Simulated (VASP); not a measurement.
Level of theory: PBE GGA, VASP's PBE PAW potentials (set 64) (plane waves; VASP 6.6.1).

VASP input:

KPOINTS:
```
Automatic
0
Monkhorst Pack
  11 11 11
0 0 0
```

INCAR:
```
SYSTEM = DyBi
PREC = Accurate
ENCUT = 400
EDIFF = 1E-6
NELM = 100
ALGO = Normal
LREAL = .FALSE.
LASPH = .TRUE.
ISMEAR = 1
SIGMA = 0.1
GGA = PE
LMAXMIX = 6
LWAVE = .FALSE.
LCHARG = .FALSE.
ISIF = 2
```

**POSCAR**
```
DyBi
3.8973380
  1.0000000000   0.0000000000   0.0000000000
  0.0000000000   1.0000000000   0.0000000000
  0.0000000000   0.0000000000   1.0000000000
Dy Bi
1 1
Direct
  0.0000000000   0.0000000000   0.0000000000
  0.5000000000   0.5000000000   0.5000000000
```

POTCAR, in this order: Dy_3 Bi_d (PBE.64 set). Program: vasp_std.

The 4f electrons are frozen in the core of the lanthanide potential, so 4f levels, which can set the real gap, and their magnetism are missing. Gaps are read on the run's mesh, which can miss a band edge. Unless said otherwise, spin-orbit coupling is left out, though it shifts the bands of the heavy elements here.

Problem. Predict the energy per atom (σ→0), band gap (on the k-mesh).

Solution. 
```
Property                                                    Result
------------------------  ----------------------------------------
energy per atom (σ→0)                               -4.815 eV/atom
band gap (on the k-mesh)  none (metal, semimetal or under 0.01 eV)
```

### OSZICAR
```
...
DAV:   6    -0.963093069759E+01    0.87724E-01   -0.28821E-01  2608   0.344E+00    0.104E+01
DAV:   7    -0.963353099158E+01   -0.26003E-02   -0.11264E-01  2480   0.356E+00    0.887E-01
DAV:   8    -0.963100042499E+01    0.25306E-02   -0.14290E-02  2256   0.744E-01    0.142E-01
DAV:   9    -0.963091554131E+01    0.84884E-04   -0.12790E-03  2152   0.459E-01    0.971E-02
DAV:  10    -0.963092144434E+01   -0.59030E-05   -0.66680E-05  2544   0.782E-02    0.360E-02
DAV:  11    -0.963092350753E+01   -0.20632E-05   -0.99457E-06  2288   0.392E-02    0.886E-03
DAV:  12    -0.963092363200E+01   -0.12447E-06   -0.52005E-07  1328   0.959E-03
   1 F= -.96309236E+01 E0= -.96307455E+01  d E =-.534413E-03
```

The structure was generated: DyBi was put into the CsCl type (Pm-3m), which need not be its known phase. The cell was not relaxed at this level. The run is one of a series of settings (KPOINTS 11×11×11 Monkhorst-Pack mesh against the base run), some of them coarse on purpose.
